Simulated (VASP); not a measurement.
Level of theory: LDA (Ceperley-Alder, Perdew-Zunger), VASP's LDA PAW potentials (set 64) (plane waves; VASP).

VASP ran on this input.

INCAR:
```
SYSTEM = Ni3Fe
PREC = Accurate
ENCUT = 500
EDIFF = 1E-6
NELM = 100
ALGO = Normal
LREAL = .FALSE.
LASPH = .TRUE.
ISMEAR = 1
SIGMA = 0.1
LMAXMIX = 4
ISPIN = 2
MAGMOM = 2.7 0.6 0.6 0.6
LORBIT = 10
LWAVE = .FALSE.
LCHARG = .FALSE.
IBRION = 2
ISIF = 3
NSW = 40
EDIFFG = -0.02
PSTRESS = 50
```

File KPOINTS:
```
Automatic mesh
0
Gamma
9 9 9
0 0 0
```

File POSCAR:
```
Ni3Fe
1
    3.4449051279     0.0000000000     0.0000000000
    0.0000000000     3.4449051279     0.0000000000
    0.0000000000     0.0000000000     3.4449051279
Fe Ni
1 3
Direct
  0.0000000000   0.0000000000   0.0000000000
  0.0000000000   0.5000000000   0.5000000000
  0.5000000000   0.0000000000   0.5000000000
  0.5000000000   0.5000000000   0.0000000000
```

POTCAR, in this order: Fe Ni (LDA.64 set). Program: vasp_std.

Question: Estimate the energy per atom (σ→0), cell moment, volume per atom, band gap (on the k-mesh).

Answer: 
```
Item                                                         Value
------------------------  ----------------------------------------
energy per atom (σ→0)                               -7.296 eV/atom
cell moment                                                4.42 μB
band gap (on the k-mesh)  none (metal, semimetal or under 0.01 eV)
volume per atom                                     10.03 Å^3/atom
```

OSZICAR:
```
...
DAV:   5    -0.291903455432E+02    0.12119E-01   -0.33058E-02  5149   0.266E+00    0.913E-01
DAV:   6    -0.291849670131E+02    0.53785E-02   -0.14289E-02  5420   0.212E+00    0.336E-01
DAV:   7    -0.291846679805E+02    0.29903E-03   -0.21068E-03  3943   0.838E-01    0.119E-01
DAV:   8    -0.291846865825E+02   -0.18602E-04   -0.29652E-04  5042   0.233E-01    0.570E-02
DAV:   9    -0.291846926821E+02   -0.60996E-05   -0.32319E-05  3940   0.110E-01    0.291E-02
DAV:  10    -0.291846949245E+02   -0.22423E-05   -0.23896E-05  3589   0.733E-02    0.123E-02
DAV:  11    -0.291846951870E+02   -0.26255E-06   -0.16190E-06  1937   0.299E-02
   3 F= -.27932622E+02 E0= -.27933160E+02  d E =-.121894E-01  mag=     4.4197
```

The compound is Ni3Fe in the L1_2 structure. This run relaxes it under an external pressure of 5 GPa. Symmetry was kept, so distortions that lower it aren't found.
